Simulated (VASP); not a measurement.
These are PBEsol GGA, VASP's PBE PAW potentials (set 64) (plane waves; VASP) values and carry that method's errors.

A VASP calculation is set up with these files.

POSCAR:
```
FeP
1.0
  0.0000000000   2.2927131972   2.2927131972
  2.2927131972   0.0000000000   2.2927131972
  2.2927131972   2.2927131972   0.0000000000
Fe P
1 1
direct
  0.0000000000   0.0000000000   1.0000000000
  0.5000000000   0.5000000000   0.5000000000
```

### INCAR
```
SYSTEM = FeP
PREC = Accurate; ENCUT = 400; LREAL = .FALSE.
LASPH = .TRUE.
EDIFF = 1E-6; NELM = 100; ALGO = Normal
LMAXMIX = 4
ISMEAR = 1; SIGMA = 0.1
GGA = PS
MAGMOM = 1.1 -0.0
ISPIN = 2
IBRION = 2; NSW = 60; ISIF = 3
EDIFFG = -0.01
LWAVE = .FALSE.; LCHARG = .FALSE.; LORBIT = 10
```

KPOINTS:
```
Regular mesh
0
G
12 12 12
```

POTCAR, in this order: Fe P (PBE.64 set). Program: vasp_std.

The run wrote:

**OUTCAR**
```
 ion  position               nearest neighbor table
   1  0.000  0.000  0.000-   2 2.29   2 2.29   2 2.29   2 2.29   2 2.29   2 2.29
   2  0.500  0.500  0.500-   1 2.29   1 2.29   1 2.29   1 2.29   1 2.29   1 2.29
  LATTYP: Found a face centered cubic cell.
 ALAT       =     4.5854263944
 Subroutine PRICEL returns:
 Original cell was already a primitive cell.
 Subroutine GETGRP returns: Found 48 space group operations
The static configuration has the point symmetry O_h .
The dynamic configuration has the point symmetry O_h .
The overall configuration has the point symmetry O_h .
 Subroutine INISYM returns: Found 48 space group operations
 Subroutine IBZKPT returns following result:
 Found     72 irreducible k-points:

 Following reciprocal coordinates:
            Coordinates               Weight
  0.000000  0.000000  0.000000      1.000000
  0.083333  0.000000  0.000000      8.000000
  0.166667  0.000000  0.000000      8.000000
  0.250000  0.000000  0.000000      8.000000
  0.333333  0.000000  0.000000      8.000000
  0.416667  0.000000  0.000000      8.000000
  0.500000  0.000000  0.000000      4.000000
  0.083333  0.083333  0.000000      6.000000
...
```

File OSZICAR:
```
       N       E                     dE             d eps       ncg     rms          rms(c)
DAV:   1     0.461538939192E+02    0.46154E+02   -0.52102E+03  3267   0.102E+03
DAV:   2    -0.137189894665E+02   -0.59873E+02   -0.55593E+02  3242   0.206E+02
DAV:   3    -0.164662203530E+02   -0.27472E+01   -0.26673E+01  3717   0.514E+01
DAV:   4    -0.165297045195E+02   -0.63484E-01   -0.63084E-01  3878   0.736E+00
DAV:   5    -0.165312775497E+02   -0.15730E-02   -0.15727E-02  3912   0.115E+00    0.164E+01
DAV:   6    -0.188265257165E+02   -0.22952E+01   -0.51999E+01  3788   0.116E+02    0.203E+01
DAV:   7    -0.148110421154E+02    0.40155E+01   -0.27430E+01  3661   0.842E+01    0.424E+00
DAV:   8    -0.148152673576E+02   -0.42252E-02   -0.59529E-01  3603   0.733E+00    0.162E+00
DAV:   9    -0.148087000359E+02    0.65673E-02   -0.29083E-02  4770   0.258E+00    0.536E-01
DAV:  10    -0.148082274046E+02    0.47263E-03   -0.10664E-03  3586   0.275E-01    0.200E-01
DAV:  11    -0.148080497922E+02    0.17761E-03   -0.17152E-04  4110   0.145E-01    0.722E-02
DAV:  12    -0.148080565414E+02   -0.67492E-05   -0.38943E-05  4217   0.543E-02    0.375E-02
DAV:  13    -0.148080536908E+02    0.28506E-05   -0.12350E-06  1985   0.148E-02    0.122E-02
DAV:  14    -0.148080523181E+02    0.13727E-05   -0.13614E-06  1872   0.118E-02    0.508E-03
DAV:  15    -0.148080520647E+02    0.25342E-06   -0.57887E-07  1788   0.671E-03
   1 F= -.14808052E+02 E0= -.14808341E+02  d E =-.148081E+02  mag=     1.0750
       N       E                     dE             d eps       ncg     rms          rms(c)
DAV:   1    -0.148100936489E+02   -0.20413E-02   -0.37598E-02  3334   0.370E+00    0.441E-01
DAV:   2    -0.148119621974E+02   -0.18685E-02   -0.51932E-02  3607   0.386E+00    0.559E-01
DAV:   3    -0.148081561640E+02    0.38060E-02   -0.20844E-02  3613   0.243E+00    0.802E-02
DAV:   4    -0.148080840094E+02    0.72155E-04   -0.54203E-04  3336   0.171E-01    0.497E-02
DAV:   5    -0.148080814950E+02    0.25144E-05   -0.20091E-05  4252   0.712E-02    0.240E-02
DAV:   6    -0.148080809407E+02    0.55426E-06   -0.28827E-06  2029   0.160E-02
   2 F= -.14808081E+02 E0= -.14808475E+02  d E =-.288760E-04  mag=     1.0615
       N       E                     dE             d eps       ncg     rms          rms(c)
DAV:   1    -0.148085286426E+02   -0.44715E-03   -0.73516E-03  3328   0.163E+00    0.194E-01
DAV:   2    -0.148088986521E+02   -0.37001E-03   -0.10323E-02  3623   0.171E+00    0.248E-01
DAV:   3    -0.148081456019E+02    0.75305E-03   -0.40565E-03  3630   0.107E+00    0.349E-02
DAV:   4    -0.148081327858E+02    0.12816E-04   -0.10158E-04  3290   0.728E-02    0.219E-02
DAV:   5    -0.148081319354E+02    0.85039E-06   -0.43967E-06  3236   0.346E-02
   3 F= -.14808132E+02 E0= -.14808479E+02  d E =-.798707E-04  mag=     1.0672
```

OUTCAR:
```
------------------------ aborting loop because EDIFF is reached ----------------------------------------
  FORCE on cell =-STRESS in cart. coord.  units (eV):
  Direction    XX          YY          ZZ          XY          YZ          ZX
  --------------------------------------------------------------------------------------
  Total        0.0111723      0.0111723      0.0111723      0.0000000     -0.0000000      0.0000000
  in kB        0.7444831      0.7444831      0.7444831      0.0000000     -0.0000000      0.0000000
  external PRESSURE =       0.7444831 kB  Pullay stress =       0.0000000 kB
  volume of cell :       24.04
      direct lattice vectors                 reciprocal lattice vectors
    -0.000000000  2.290810010  2.290810010    -0.218263408  0.218263408  0.218263408
     2.290810010 -0.000000000  2.290810010     0.218263408 -0.218263408  0.218263408
     2.290810010  2.290810010  0.000000000     0.218263408  0.218263408 -0.218263408
 POSITION                                       TOTAL-FORCE (eV/Angst)
 -----------------------------------------------------------------------------------
      0.00000      0.00000      0.00000         0.000000     -0.000000     -0.000000
      2.29081      2.29081      2.29081        -0.000000      0.000000      0.000000
 -----------------------------------------------------------------------------------
    total drift:                                0.000000     -0.000000     -0.000000
  FREE ENERGIE OF THE ION-ELECTRON SYSTEM (eV)
  ---------------------------------------------------
  free  energy   TOTEN  =       -14.8081319354 eV

  energy  without entropy=      -14.8091724320  energy(sigma->0) =      -14.80847877

 total charge

# of ion       s       p       d       tot
------------------------------------------
    1        0.445   0.530   6.571   7.546
    2        1.029   1.458   0.000   2.487
--------------------------------------------------
tot          1.473   1.988   6.571  10.033

 magnetization (x)

# of ion       s       p       d       tot
------------------------------------------
    1        0.053   0.009   1.015   1.076
    2        0.000  -0.012   0.000  -0.012
--------------------------------------------------
tot          0.053  -0.003   1.015   1.065

 reached required accuracy - stopping structural energy minimisation
```
(Selected blocks of OUTCAR.)

### CONTCAR
```
FeP
   1.00000000000000
    -0.0000000000000000    2.2908100095448134    2.2908100095448134
     2.2908100095448134   -0.0000000000000000    2.2908100095448134
     2.2908100095448134    2.2908100095448134    0.0000000000000000
  Fe              P
     1     1
Direct
     0.0000000000000000    0.0000000000000000    0.0000000000000000
     0.5000000000000000    0.5000000000000000    0.5000000000000000
```

The structure was generated: FeP was put into the rock salt type (Fm-3m), which need not be its known phase. This run relaxes it. Symmetry was kept, so distortions that lower it aren't found. The start is the result of an earlier pass.
